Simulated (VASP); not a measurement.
Level of theory: r2SCAN meta-GGA, VASP's PBE PAW potentials (set 64) (plane waves; VASP).

VASP input:

### INCAR
```
ALGO  =  Normal
EDIFF  =  1E-6
EDIFFG  =  -0.02
ENCUT  =  520
IBRION  =  2
ISIF  =  3
ISMEAR  =  0
LASPH  =  .TRUE.
LCHARG  =  .FALSE.
LMIXTAU  =  .TRUE.
LREAL  =  .FALSE.
LWAVE  =  .FALSE.
METAGGA  =  R2SCAN
NELM  =  100
NSW  =  60
PREC  =  Accurate
SIGMA  =  0.05
SYSTEM  =  SiO2
```

File KPOINTS:
```
Automatic mesh
0
Gamma
4 4 3
0 0 0
```

POSCAR:
```
SiO2
1
    4.9941878069    -0.0000000000     0.0000000000
    0.0000000000     4.9941878069     0.0000000000
   -0.0000000000     0.0000000000     6.9332370839
Si O
4 8
Direct
  0.3037993127   0.3037993127   0.0000000000
  0.8037993127   0.1962006873   0.7500000000
  0.1962006873   0.8037993127   0.2500000000
  0.6962006873   0.6962006873   0.5000000000
  0.2380174604   0.1121049442   0.1828980124
  0.7380174604   0.3878950558   0.5671019876
  0.2619825396   0.6121049442   0.0671019876
  0.7619825396   0.8878950558   0.6828980124
  0.8878950558   0.7619825396   0.3171019876
  0.3878950558   0.7380174604   0.4328980124
  0.6121049442   0.2619825396   0.9328980124
  0.1121049442   0.2380174604   0.8171019876
```

POTCAR, in this order: Si O (PBE.64 set). Program: vasp_std.

Problem. Estimate the energy per atom (σ→0), volume per atom, band gap (on the k-mesh).

Solution. 
The energy per atom (σ→0) comes out as -9930 meV/atom and the band gap (on the k-mesh) is 6.35 eV. The volume per atom is 14.21 Å^3/atom.

### OSZICAR
```
...
DAV:   6    -0.119158370294E+03   -0.62026E-02   -0.78531E-03   936   0.850E-01    0.497E-02
DAV:   7    -0.119165398526E+03   -0.70282E-02   -0.11912E-03   964   0.349E-01    0.243E-02
DAV:   8    -0.119165708380E+03   -0.30985E-03   -0.30556E-04  1027   0.139E-01    0.605E-03
DAV:   9    -0.119165749987E+03   -0.41608E-04   -0.43432E-05  1034   0.550E-02    0.397E-03
DAV:  10    -0.119165768222E+03   -0.18234E-04   -0.59262E-06  1052   0.243E-02    0.281E-03
DAV:  11    -0.119165770175E+03   -0.19527E-05   -0.79016E-07   650   0.728E-03    0.648E-04
DAV:  12    -0.119165770353E+03   -0.17883E-06   -0.99733E-08   685   0.288E-03
   3 F= -.11916577E+03 E0= -.11916577E+03  d E =-.230785E-01
```

The compound is SiO2 in the cristobalite structure. This run relaxes it. Symmetry was kept, so distortions that lower it aren't found. The start is the result of an earlier pass.
